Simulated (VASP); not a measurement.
An input for Quantum ESPRESSO's pw.x (written as the equivalent of a VASP run, and not itself run):

```
&CONTROL
  calculation = 'scf'
  pseudo_dir = './pseudo'
  outdir = './out'
  tprnfor = .true.
  tstress = .true.
/
&SYSTEM
  ibrav = 0
  nat = 1
  ntyp = 1
  ecutwfc = 82
  occupations = 'smearing'
  smearing = 'methfessel-paxton'
  degauss = 0.00735
  input_dft = 'vdw-df-obk8'
/
&ELECTRONS
  conv_thr = 7.3e-09
  electron_maxstep = 100
/
ATOMIC_SPECIES
  Pd 106.420 Pd.upf
CELL_PARAMETERS angstrom
     0.0000000    1.9489470    1.9489470
     1.9489470    0.0000000    1.9489470
     1.9489470    1.9489470    0.0000000
ATOMIC_POSITIONS crystal
  Pd   0.0000000  0.0000000  0.0000000
K_POINTS automatic
  16 16 16 0 0 0
```

Question: Write the VASP files for the same calculation (optB88-vdW).

Answer: One answer among several that fit: 
KPOINTS:
```
Automatic mesh
0
Gamma
16 16 16
0 0 0
```

### POSCAR
```
Pd
1
    0.0000000000     1.9489470165     1.9489470165
    1.9489470165     0.0000000000     1.9489470165
    1.9489470165     1.9489470165     0.0000000000
Pd
1
Direct
  0.0000000000   0.0000000000   0.0000000000
```

**INCAR**
```
SYSTEM = Pd
PREC = Accurate; ENCUT = 520; LREAL = .False.
LASPH = .True.
EDIFF = 1E-7; NELM = 100; ALGO = Normal
LMAXMIX = 4
ISMEAR = 1; SIGMA = 0.1
GGA = BO; LUSE_VDW = .True.; AGGAC = 0.0
PARAM1 = 0.1833333333; PARAM2 = 0.22
ISIF = 2
LWAVE = .False.; LCHARG = .False.
```

POTCAR, in this order: Pd (PBE.64 set). Program: vasp_std.

Limits of the translation: the potentials are each code's own (VASP's PAW set, PseudoDojo norm-conserving files in pw.x), so ENCUT and ecutwfc are chosen apart and not converted; conv_thr bounds pw.x's estimated SCF error, while EDIFF bounds the energy change between steps.

The compound is Pd in the fcc structure. This cell is one point of a volume scan, at 0.97 of the reference volume.
